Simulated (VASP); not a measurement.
Level of theory: LDA (Ceperley-Alder, Perdew-Zunger), VASP's LDA PAW potentials (set 64) (plane waves; VASP).

The input files of a VASP run:

File POSCAR:
```
Bi2Te3
1.0
  2.2090650000   1.2754040000  10.7524330000
 -2.2090650000   1.2754040000  10.7524330000
  0.0000000000  -2.5508090000  10.7524330000
Bi Te
2 3
Cart
  0.0103516786   0.0064503923  19.4442482350
 -0.0023570724   0.0234224040  12.7911373065
 -0.0415746033  -0.0193512175  25.2567447040
  0.0122360110  -0.0143548935   7.0217473415
  0.0213439860   0.0038313146   0.0006881557
```

**KPOINTS**
```
Automatic
0
gamma
 4 4 4
```

INCAR:
```
# general
SYSTEM =Bi2Te3
PREC   =Accurate
ENCUT  =300   # plane-wave cut-off (eV)
LREAL  =.FALSE.   # projection in real space or not
LASPH  =.TRUE.   # aspherical one-centre terms
NBANDS =25

# electronic loop
EDIFF  =1E-6   # SCF stop (eV)
NELM   =100   # most electronic steps
ALGO   =Normal   # blocked Davidson
LMAXMIX=4   # l cut-off of mixed one-centre charges

# smearing
ISMEAR =0
SIGMA  =0.01

# ions
ISIF   =2   # forces and stress, cell fixed

# output
LWAVE  =.FALSE.
LCHARG =.FALSE.
```

POTCAR, in this order: Bi_d Te (LDA.64 set). Program: vasp_std.

Output of the run:

OUTCAR:
```
 ion  position               nearest neighbor table
   1  0.606  0.601  0.601-   4 3.04   4 3.04   4 3.07   5 3.27   5 3.28   5 3.29
   2  0.399  0.400  0.390-   3 3.04   3 3.06   3 3.12   5 3.24   5 3.27   5 3.28
   3  0.771  0.790  0.788-   2 3.04   2 3.06   2 3.12
   4  0.219  0.213  0.221-   1 3.04   1 3.04   1 3.07
   5  0.005  0.996  0.999-   2 3.24   1 3.27   2 3.27   1 3.28   2 3.28   1 3.29
  LATTYP: Found a trigonal (rhomboedric) cell.
 ALAT       =    11.0508569331
 COS(alpha) =     0.9200800694
 Subroutine PRICEL returns:
 Original cell was already a primitive cell.
 Subroutine GETGRP returns: Found  1 space group operations
The static configuration has the point symmetry C_1 .
The dynamic configuration has the point symmetry C_1 .
 Subroutine INISYM returns: Found  1 space group operations
 Subroutine IBZKPT returns following result:
 Found     36 irreducible k-points:

 Following reciprocal coordinates:
            Coordinates               Weight
  0.000000  0.000000  0.000000      1.000000
  0.250000  0.000000 -0.000000      2.000000
  0.000000  0.250000 -0.000000      2.000000
  0.000000  0.000000  0.250000      2.000000
  0.500000  0.000000 -0.000000      1.000000
  0.000000  0.500000 -0.000000      1.000000
  0.000000  0.000000  0.500000      1.000000
  0.250000  0.250000 -0.000000      2.000000
 -0.250000  0.000000 -0.250000      2.000000
  0.000000  0.250000  0.250000      2.000000
  0.500000  0.250000 -0.000000      2.000000
  0.500000  0.000000 -0.250000      2.000000
  0.000000  0.500000  0.250000      2.000000
 -0.250000  0.500000 -0.000000      2.000000
  0.250000  0.000000  0.500000      2.000000
  0.000000 -0.250000  0.500000      2.000000
 -0.250000  0.250000  0.000000      2.000000
  0.250000  0.000000 -0.250000      2.000000
 -0.000000 -0.250000  0.250000      2.000000
  0.500000  0.500000 -0.000000      1.000000
...
```

OSZICAR:
```
       N       E                     dE             d eps       ncg     rms          rms(c)
DAV:   1     0.358352512245E+03    0.35835E+03   -0.16756E+04  1880   0.122E+03
DAV:   2     0.108171096682E+02   -0.34754E+03   -0.34524E+03  2150   0.369E+02
DAV:   3    -0.206333307412E+02   -0.31450E+02   -0.30790E+02  2282   0.128E+02
DAV:   4    -0.217440905410E+02   -0.11108E+01   -0.11067E+01  2197   0.258E+01
DAV:   5    -0.217956743637E+02   -0.51584E-01   -0.51117E-01  2567   0.430E+00    0.662E+00
DAV:   6    -0.214506909316E+02    0.34498E+00   -0.14240E+00  2090   0.596E+00    0.545E+00
DAV:   7    -0.214393417979E+02    0.11349E-01   -0.29558E-01  2354   0.225E+00    0.140E+00
DAV:   8    -0.214378710690E+02    0.14707E-02   -0.22163E-02  1864   0.100E+00    0.506E-01
DAV:   9    -0.214370468279E+02    0.82424E-03   -0.49271E-03  2160   0.439E-01    0.221E-01
DAV:  10    -0.214370730916E+02   -0.26264E-04   -0.75876E-04  2086   0.137E-01    0.654E-02
DAV:  11    -0.214370784853E+02   -0.53937E-05   -0.46292E-05  2004   0.398E-02    0.383E-02
DAV:  12    -0.214370797425E+02   -0.12572E-05   -0.71999E-06  1836   0.183E-02    0.841E-03
DAV:  13    -0.214370798260E+02   -0.83421E-07   -0.18744E-06  1169   0.108E-02
   1 F= -.21437080E+02 E0= -.21437080E+02  d E =-.199541E-63
```

### OUTCAR
```
------------------------ aborting loop because EDIFF is reached ----------------------------------------
  FORCE on cell =-STRESS in cart. coord.  units (eV):
  Direction    XX          YY          ZZ          XY          YZ          ZX
  --------------------------------------------------------------------------------------
  Total       -2.8813522     -2.8120387     -2.9611901     -0.1753668      0.0798878      0.3773026
  in kB      -25.3975928    -24.7866307    -26.1013212     -1.5457655      0.7041682      3.3257225
  external PRESSURE =     -25.4285149 kB  Pullay stress =       0.0000000 kB
  volume of cell :      181.77
      direct lattice vectors                 reciprocal lattice vectors
     2.209065000  1.275404000 10.752433000     0.226340103  0.130677513  0.031000740
    -2.209065000  1.275404000 10.752433000    -0.226340103  0.130677513  0.031000740
     0.000000000 -2.550809000 10.752433000     0.000000000 -0.261355026  0.031000728
 POSITION                                       TOTAL-FORCE (eV/Angst)
 -----------------------------------------------------------------------------------
      0.01035      0.00645     19.44425         0.027167     -0.014697      0.249162
     -0.00236      0.02342     12.79114        -0.066478     -0.079001     -0.052568
     -0.04157     -0.01935     25.25674         0.143311      0.098631     -0.089065
      0.01224     -0.01435      7.02175        -0.013305      0.040931     -0.086743
     -2.18772     -1.27157     21.50555        -0.090696     -0.045864     -0.020786
 -----------------------------------------------------------------------------------
    total drift:                               -0.000058      0.000079      0.000787
  FREE ENERGIE OF THE ION-ELECTRON SYSTEM (eV)
  ---------------------------------------------------
  free  energy   TOTEN  =       -21.4370798260 eV

  energy  without entropy=      -21.4370798260  energy(sigma->0) =      -21.43707983
```
(Selected blocks of OUTCAR.)

At this cut-off the stress carries a Pulay error, which pulls relaxed volumes low.

The structure comes from a computed database's Bi2Te3 entry; how it stands against other phases isn't given here. The cell was not relaxed at this level, atoms are displaced from their ideal sites. The run is one of a series of settings (NBANDS = 25 against the base run), some of them coarse on purpose.
